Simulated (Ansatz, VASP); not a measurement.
## WS2 in two plane-wave programs

Aim: how closely do two programs agree when they are given the same cell, functional and k mesh? The structure shown is the end of the Ansatz relaxation below.

Calculated with Ansatz 0.2.0; plane waves, with VASP 6.6.1 beside it; single point at PBEsol.

**1. Starting point**

The cell holds 12 atoms: 4 W and 8 S. Cell: a = 6.291 Å, b = 6.291 Å, c = 18.130 Å, α = 90.0°, β = 90.0°, γ = 120.0°. Vacuum lies along c.

**2. Ansatz: relaxation, PBEsol**

Ansatz runs on its PAW soft_1 files.

This run makes the geometry at which the two programs are then compared.

Contents of input.yaml:

```yaml
crystal:
  lattice:
    - [6.338, 0.0, 0.0]
    - [-3.169, 5.48886901, 0.0]
    - [0.0, 0.0, 18.130296]
  atoms:
    - { symbol: W, position: [0.33333333, 0.16666667, 0.5] }
    - { symbol: W, position: [0.33333333, 0.66666667, 0.5] }
    - { symbol: W, position: [0.83333333, 0.16666667, 0.5] }
    - { symbol: W, position: [0.83333333, 0.66666667, 0.5] }
    - { symbol: S, position: [0.16666667, 0.33333333, 0.41367223] }
    - { symbol: S, position: [0.16666667, 0.33333333, 0.58632777] }
    - { symbol: S, position: [0.16666667, 0.83333333, 0.41367223] }
    - { symbol: S, position: [0.16666667, 0.83333333, 0.58632777] }
    - { symbol: S, position: [0.66666667, 0.33333333, 0.41367223] }
    - { symbol: S, position: [0.66666667, 0.33333333, 0.58632777] }
    - { symbol: S, position: [0.66666667, 0.83333333, 0.41367223] }
    - { symbol: S, position: [0.66666667, 0.83333333, 0.58632777] }
kpoints:
  mp_grid: { grid: [5, 5, 2] }
scf:
  occupations: { method: fermi_dirac, width: 0.02 }
hamiltonian:
  xc: pbesol
  pseudopotentials: { kind: paw, azcp: { folder: soft_1 }, xc_functional: pbe }
basis:
  ecutwfc: 600
output:
  forces: true
  stress: true
relax:
  f_tol: 0.005
  max_steps: 70
  cell: { stress_tol: 0.02, p_target: 0, fix: [c, alpha, beta, gamma] }
```

The run is started by

```
ansatz run input.yaml --threads 4 --pin off --max-ram 10240MiB --backend cpu --events-out ev --progress --plain --runs-dir out
```

Numbers of over 12 decimals in the logs are rounded to 6 here.

Log:

```text
Warning: crystal.symmetry: narrowed to the stabiliser of the fixed cell quantities (relax.cell.fix) — unitary ops 48 → 16. The narrowing is safe, since a smaller group never makes results wrong: the run goes on under it, on as many k-points as the starting group would need, or more. Excluded: 32 operations that would move a fixed cell quantity at a test strain (relax.cell.fix fixes c, alpha, beta, gamma). The cell can leave their symmetry as it relaxes.
Engine: ansatz 0.2.0, aarch64-unknown-linux-gnu
Pseudopotentials: kind: paw
Pseudopotential: W, paw, valence charge 14, recommended cutoff 420 eV (normal), soft_1/W.paw.azcp
Pseudopotential: S, paw, valence charge 6, recommended cutoff 420 eV (normal), soft_1/S.paw.azcp
Functional definition: PBEsol
  exchange = pbesol_x
  correlation = pbesol_c
Crystal: 12 atoms, lattice volume = 630.725 Å³
Basis set: ecut = 600 eV, 21073 PW (Γ), exchange–correlation on 108×108×300 points (8 copies of the dense FFT grid, shifted against one another)
Bands: 64, of which v1, the nominal top of the filled ones, is band 52 counted from 1 (51 counted from 0)
Symmetry: 16 space group operations
k-points: 18 of 50 (time reversal used)
Non-local potential: W, projectors of the file, l = 0: 3, l = 1: 2, l = 2: 2, l = 3: 1
Non-local potential: S, projectors of the file, l = 0: 2, l = 1: 2, l = 2: 1
PAW form: soft (Blöchl's): semilocal exchange-correlation on the pseudo side does not see the compensation charge
PAW frozen core: W, regenerated for the run's functional, and the local potential with it (the file was generated under x = pbe(κ = 0.804, μ = 0.219515), c = pbe(β = 0.066725))
PAW frozen core: S, regenerated for the run's functional, and the local potential with it (the file was generated under x = pbe(κ = 0.804, μ = 0.219515), c = pbe(β = 0.066725))
PAW one-centre angular grid: W, 590 points (default); XC on 64 Gauss nodes
PAW one-centre angular grid: S, 110 points (default); XC on 64 Gauss nodes
Initial density: superposition of atomic densities (neutral atoms: chi_scale 0, normalization atom)
Initial wavefunctions: pseudopotential atomic-orbital guess
Functional: x = pbesol(κ = 0.804, μ = 0.123457), c = pbesol(β = 0.046)
SCF iter   1: F=—  HF=-48121.996276 eV  |F-HF|=—  |Δ(HF+E_count)|=         —  Δρ=2.65e-2  dr2=5.09e0  ethr=3.10e-3  ⟨swp⟩=8.8  Hψ=5983  notcnv=0
preconditioner: auto → Resta (q_TF=auto, 2.020 Å⁻¹)  ε∞=3.1  [insulator: Δε(μ)=1.965 eV  Ē_g=8.649 eV  σ=0.020 eV  W_gap=1.00  n_scr=82 (ndim 8)  ℏωp=12.5 eV  f_vac=0.623  D(μ)=0.00/eV (n_scr^D=0)  ε∞_Penn≈3.1  vacuum switching on, ρ_ref=5.4e-3 e/Å³]
SCF iter   2: F=—  HF=-48120.533494 eV  |F-HF|=—  |Δ(HF+E_count)|=    1.46e0  Δρ=1.13e-2  dr2=1.13e0  ethr=3.10e-3  ⟨swp⟩=2.9  Hψ=2090  notcnv=0  defer=80
SCF iter   3: F=—  HF=-48120.369195 eV  |F-HF|=—  |Δ(HF+E_count)|=   1.64e-1  Δρ=7.08e-3  dr2=6.48e-1  ethr=1.09e-3  ⟨swp⟩=3.7  Hψ=1918  notcnv=0  defer=80
SCF iter   4: F=—  HF=-48120.268249 eV  |F-HF|=—  |Δ(HF+E_count)|=   1.01e-1  Δρ=2.04e-3  dr2=2.34e-2  ethr=6.23e-4  ⟨swp⟩=3.3  Hψ=2100  notcnv=0  defer=80
SCF iter   5: F=—  HF=-48120.267671 eV  |F-HF|=—  |Δ(HF+E_count)|=   5.78e-4  Δρ=2.91e-4  dr2=8.42e-4  ethr=2.25e-5  ⟨swp⟩=2.3  Hψ=1930  notcnv=0  defer=80
SCF iter   6: F=—  HF=-48120.268408 eV  |F-HF|=—  |Δ(HF+E_count)|=   7.37e-4  Δρ=7.47e-5  dr2=7.60e-5  ethr=8.09e-7  ⟨swp⟩=2.4  Hψ=2175  notcnv=0  defer=80
SCF iter   7: F=—  HF=-48120.268293 eV  |F-HF|=—  |Δ(HF+E_count)|=   1.15e-4  Δρ=1.51e-5  dr2=2.40e-6  ethr=7.31e-8  ⟨swp⟩=2.0  Hψ=1659  notcnv=0  defer=80
SCF iter   8: F=-48120.268294 eV  HF=-48120.268294 eV  |F-HF|=5.67e-8  |Δ(HF+E_count)|=   1.14e-6  Δρ=2.58e-6  dr2=5.75e-8  ethr=9.62e-11  ⟨swp⟩=4.9  Hψ=6000  notcnv=0
SCF 1 converged in 8 iterations: F = -48120.268294 eV  dr2 = 5.75e-8
  greatest PAW one-centre occupation: 0.999 electrons in one spin orbital (limit 2), on the W atom at site 3 (counted from 0), in its partial waves of l = 0
relax step   1: F+E_penalty+E_count = -48120.26829424 eV  Δ(F+E_penalty+E_count) = +0.000e0 eV  max|allowed force component| = 1.363e-1 eV/Å  Δτ_max = 0.0000 Å  P = -0.740 GPa  Ω = 630.725 Å³  fix = [c, alpha, beta, gamma]  reactions: c -0.434 GPa; gamma -0.000 GPa/rad  (8 SCF iters, dr2 threshold 1.00e-7 eV, accepted)
[...]
relax step   3: F+E_penalty+E_count = -48120.29325480 eV  Δ(F+E_penalty+E_count) = -2.496e-2 eV  max|allowed force component| = 2.916e-2 eV/Å  Δτ_max = 0.0029 Å  P = -0.064 GPa  Ω = 621.690 Å³  energy of the carried Pulay correction = +7.906e-5 eV  fix = [c, alpha, beta, gamma]  reactions: c -0.094 GPa; gamma +0.000 GPa/rad  (9 SCF iters, accepted)
[...]
relax step   4: F+E_penalty+E_count = -48120.29342639 eV  Δ(F+E_penalty+E_count) = -1.716e-4 eV  max|allowed force component| = 4.412e-3 eV/Å  Δτ_max = 0.0010 Å  P = -0.005 GPa  Ω = 621.468 Å³  energy of the carried Pulay correction = +8.101e-5 eV  fix = [c, alpha, beta, gamma]  reactions: c -0.014 GPa; gamma +0.000 GPa/rad  (5 SCF iters, dr2 threshold 5.31e-8 eV, accepted)
[...]
relax step   5: F+E_penalty+E_count = -48120.29334426 eV  Δ(F+E_penalty+E_count) = +8.213e-5 eV  max|allowed force component| = 4.396e-3 eV/Å  Δτ_max = 0.0000 Å  P = -0.005 GPa  Ω = 621.468 Å³  fix = [c, alpha, beta, gamma]  reactions: c -0.014 GPa; gamma +0.000 GPa/rad  stress off target by 8.33e-4 GPa on what of the cell is left free  SCF on the basis re-selected at this cell (its energy is not comparable with the rows above)  (6 SCF iters)
basis re-selected at this cell: Δ(F+E_penalty+E_count) = +8.213e-5 eV, ΔP = -0.000 GPa vs the last step (what re-selecting the basis moved, of the pressure what is left beyond the Pulay correction that the steps carried, after the strain that the cell walked since its last selection, with what the two solves' SCF thresholds leave and, on support functions, any second-order correction that the steps lacked; it is no m [...]
SCF converged after 6 iterations
Free energy (F): -48120.293344 eV
Harris-Foulkes:  -48120.293344 eV  (|F-HF|=4.37e-11)
Internal energy: -48120.293344 eV  (E = F + TS)
E sigma→0 (E₀):  -48120.293344 eV
Fermi energy:    0.946194 eV
--- Per-component energies (eV) ---
  E_band       = -1899.130480
  E_kinetic    = 2539.875619
  E_local      = -55701.943947  (includes V_loc(G=0)·N_el)
  E_nonlocal   = 187.282551
  E_hartree    = 26699.605901
  E_xc         = -1770.956273
  E_vxc        = -1589.388652  (∫ρ·V_xc dr)
  E_paw        = -38542.812769  (= ΣΔE_a)
  E_vpaw       = -734.168703  (= ΣTr[D̂ρ^β])
  E_aug_tail   = 0.000133  (compensation charges beyond the density's cutoff)
  E_ewald      = 18467.272414
  E_core_change = 1.383026  (= ΣΔE_core)
  E_smearing   = -0.000000  (= −TS)
  E_closure    = 0.000000  (closes the sum)
  Σ components = -48120.293344   (vs F -48120.293344, Δ=0.00e0)
--- Forces (eV/Å), atoms counted from 1 ---
  atom   1  W      0.00000007    -0.00000004     0.00000000
  atom   2  W      0.00000007    -0.00000004     0.00000000
  atom   3  W      0.00000007    -0.00000004     0.00000000
  atom   4  W      0.00000007    -0.00000004     0.00000000
  atom   5  S     -0.00000004     0.00000002     0.00439571
  atom   6  S     -0.00000004     0.00000002    -0.00439571
  atom   7  S     -0.00000004     0.00000002     0.00439571
  atom   8  S     -0.00000004     0.00000002    -0.00439571
  atom   9  S     -0.00000004     0.00000002     0.00439571
  atom  10  S     -0.00000004     0.00000002    -0.00439571
  atom  11  S     -0.00000004     0.00000002     0.00439571
  atom  12  S     -0.00000004     0.00000002    -0.00439571
  max |Σ_I F_I| component: 5.52e-9 eV/Å
--- Stress (GPa, compression-positive) ---
       -0.000833      -0.000000       0.000000
       -0.000000      -0.000833       0.000000
        0.000000       0.000000      -0.014212
  P = ⅓ Tr σ = -0.0053 GPa (-0.053 kbar)
--- Relaxed structure (4 steps of the walk, 3 accepted, 1 SCFs on fresh bases) ---
  F+E_penalty+E_count = -48120.29334426 eV   max|allowed force component| = 4.396e-3 eV/Å   (the final SCF, on the basis selected at the relaxed cell)
  cell:  # Å, volume = 621.4677 Å³
    - [6.291316, -6.788203210854447e-18, 0]
    - [-3.145658, 5.448440, 0]
    - [0, 0, 18.130296]
  atoms:
    - { symbol: W, position: [0.333333, 0.166667, 0.500000] }
    - { symbol: W, position: [0.333333, 0.666667, 0.500000] }
    - { symbol: W, position: [0.833333, 0.166667, 0.500000] }
    - { symbol: W, position: [0.833333, 0.666667, 0.500000] }
    - { symbol: S, position: [0.166667, 0.333333, 0.413566] }
    - { symbol: S, position: [0.166667, 0.333333, 0.586434] }
    - { symbol: S, position: [0.166667, 0.833333, 0.413566] }
    - { symbol: S, position: [0.166667, 0.833333, 0.586434] }
    - { symbol: S, position: [0.666667, 0.333333, 0.413566] }
    - { symbol: S, position: [0.666667, 0.333333, 0.586434] }
    - { symbol: S, position: [0.666667, 0.833333, 0.413566] }
    - { symbol: S, position: [0.666667, 0.833333, 0.586434] }
```

(Part 1 of 2 ends here.)

[Lines on the potential files, build, host, timing and source positions are cut from VASP's logs without a mark.]

[Logs are printed without paths, hosts, clocks, repeated set-up lines and the standing remarks that a program may print on its own settings, such as how far it seeks lower states.]

[Hosts, paths, dates, database ids (printed as entryN), source tags and the programs' standing remarks are cut or masked in the printed files.]
